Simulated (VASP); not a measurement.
Input:

```xyz
2
Lattice="0.0000 3.1671 3.1671 3.1671 0.0000 3.1671 3.1671 3.1671 0.0000" Properties=species:S:1:pos:R:3 pbc="T T T"
Hf     4.7507     4.7507     4.7507
Hf     3.1671     3.1671     3.1671
```

The numbers are results of r2SCAN meta-GGA, VASP's PBE PAW potentials (set 64) (plane waves; VASP 6.6.1), not measurements. Settings: 400 eV cut-off, 9×9×9 Γ-centred mesh, first-order Methfessel-Paxton smearing of 0.10 eV, potentials Hf_pv.

Energy and stress use the plane-wave basis of the starting cell.

Task: The ions, cell shape and volume are relaxed. What does this cell relax into?

Result: 
```xyz
2
Lattice="0.0000 3.2195 3.2195 3.2195 0.0000 3.2195 3.2195 3.2195 0.0000" Properties=species:S:1:pos:R:3 pbc="T T T"
Hf     4.8292     4.8292     4.8292
Hf     3.2195     3.2195     3.2195
```
Space group Fd-3m (227), at a tolerance of 0.03 Å.

Task: How do energy and volume change from the first to the last step?

Result: The energy (σ→0) changes by -4.8 meV/atom and the volume by +5.0 %, in 3 ionic steps.

```csv
step,E(σ→0) (eV),max force (eV/Å),pressure (GPa),volume (Å³)
1,-84.2882,0.000,0.99,63.54
2,-84.2954,0.000,0.41,65.37
3,-84.2978,0.000,0.00,66.74
```

The structure was generated: Hf was put into the diamond type (Fd-3m), which need not be its known phase. This run relaxes it. Symmetry was kept, so distortions that lower it aren't found.
